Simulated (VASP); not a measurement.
Method: PBE GGA, VASP's PBE PAW potentials (set 64) (plane waves; VASP 6.6.1).

A VASP calculation is set up with these files.

**POSCAR**
```
ZnS
1
    1.9247304936    -3.3337309623     0.0000000000
    1.9247304936     3.3337309623     0.0000000000
    0.0000000000     0.0000000000     6.3053713511
Zn S
2 2
Direct
  0.6666670000   0.3333330000   0.5001174349
  0.3333330000   0.6666670000   0.0001174349
  0.6666670000   0.3333330000   0.8748825651
  0.3333330000   0.6666670000   0.3748825651
```

File KPOINTS:
```
k-points along high-symmetry lines
10
Line-mode
Reciprocal
  0.000000   0.000000   0.000000 ! GAMMA
  0.000000   0.500000   0.000000 ! M

  0.000000   0.500000   0.000000 ! M
 -0.333333   0.666667   0.000000 ! K

 -0.333333   0.666667   0.000000 ! K
  0.000000   0.000000   0.000000 ! GAMMA

  0.000000   0.000000   0.000000 ! GAMMA
  0.000000   0.000000   0.500000 ! A

  0.000000   0.000000   0.500000 ! A
  0.000000   0.500000   0.500000 ! L

  0.000000   0.500000   0.500000 ! L
 -0.333333   0.666667   0.500000 ! H

 -0.333333   0.666667   0.500000 ! H
  0.000000   0.000000   0.500000 ! A

  0.000000   0.500000   0.500000 ! L
  0.000000   0.500000   0.000000 ! M

 -0.333333   0.666667   0.500000 ! H
 -0.333333   0.666667   0.000000 ! K
```

**INCAR**
```
! general
SYSTEM  = ZnS
PREC    = Accurate
ENCUT   = 520   ! plane-wave cut-off (eV)
LREAL   = .False.   ! projection in real space or not
LASPH   = .True.   ! aspherical one-centre terms
ICHARG  = 11   ! fixed density

! electronic loop
EDIFF   = 1E-7
NELM    = 100
ALGO    = Normal   ! blocked Davidson
LMAXMIX = 4   ! l cut-off of mixed one-centre charges

! smearing
ISMEAR  = 0   ! Gaussian
SIGMA   = 0.05   ! width (eV)

! functional
GGA     = PE   ! PBE

! output
LWAVE   = .False.
LCHARG  = .False.
LORBIT  = 11   ! lm-projected
```

POTCAR, in this order: Zn S (PBE.64 set). Program: vasp_std. Read from the step before: CHGCAR.

Output of the run:

**OSZICAR**
```
       N       E                     dE             d eps       ncg     rms          rms(c)
DAV:   1     0.233347487054E+03    0.23335E+03   -0.17692E+04  3960   0.197E+03
DAV:   2     0.883778724525E+01   -0.22451E+03   -0.21922E+03  4110   0.384E+02
DAV:   3    -0.123743344301E+02   -0.21212E+02   -0.20956E+02  4722   0.116E+02
DAV:   4    -0.128378250019E+02   -0.46349E+00   -0.46294E+00  4560   0.171E+01
DAV:   5    -0.128464613695E+02   -0.86364E-02   -0.86340E-02  4836   0.213E+00
DAV:   6    -0.128466991893E+02   -0.23782E-03   -0.23776E-03  4596   0.365E-01
DAV:   7    -0.128467089778E+02   -0.97885E-05   -0.97870E-05  4868   0.656E-02
DAV:   8    -0.128467093775E+02   -0.39968E-06   -0.39964E-06  4558   0.130E-02
DAV:   9    -0.128467093959E+02   -0.18381E-07   -0.18358E-07  3562   0.250E-03
   1 F= -.12846709E+02 E0= -.12846709E+02  d E =-.125444E-13
```

File OUTCAR:
```
 val. band max:        1.8919688564   @ k =   0.0000   0.0000   0.0000

 cond. band min:       3.9671912521   @ k =   0.0000   0.0000   0.0000



 k-point     1 :       0.0000    0.0000    0.0000
  band No.  band energies     occupation
      1     -11.0990      2.00000
      2     -10.2119      2.00000
      3      -4.3529      2.00000
      4      -4.3421      2.00000
      5      -4.3421      2.00000
      6      -4.2644      2.00000
      7      -4.2644      2.00000
      8      -3.9265      2.00000
      9      -3.9265      2.00000
     10      -3.8543      2.00000
     11      -3.8543      2.00000
     12      -3.7017      2.00000
     13      -3.2542      2.00000
     14       1.0380      2.00000
     15       1.0380      2.00000
     16       1.8237      2.00000
     17       1.8920      2.00000
     18       1.8920      2.00000
     19       3.9672      0.00000
     20       4.9324      0.00000
     21       8.2179      0.00000
     22       8.2180      0.00000

 k-point     2 :       0.0000    0.0556    0.0000
  band No.  band energies     occupation
      1     -11.0789      2.00000
      2     -10.2006      2.00000
      3      -4.3508      2.00000
      4      -4.3411      2.00000
      5      -4.3380      2.00000
      6      -4.2623      2.00000
      7      -4.2587      2.00000
      8      -3.9290      2.00000
      9      -3.9268      2.00000
     10      -3.8669      2.00000
     11      -3.8533      2.00000
     12      -3.6920      2.00000
     13      -3.2247      2.00000
     14       0.8627      2.00000
     15       0.9890      2.00000
     16       1.6679      2.00000
     17       1.8000      2.00000
     18       1.8667      2.00000
     19       4.1764      0.00000
     20       5.1008      0.00000
     21       8.1018      0.00000
     22       8.2801      0.00000

 k-point     3 :       0.0000    0.1111    0.0000
  band No.  band energies     occupation
      1     -11.0197      2.00000
      2     -10.1680      2.00000
...
```

The density is held fixed in this step, so its total energy and stress have no physical meaning.

The compound is ZnS in the wurtzite structure, the high-temperature form. It was relaxed first.
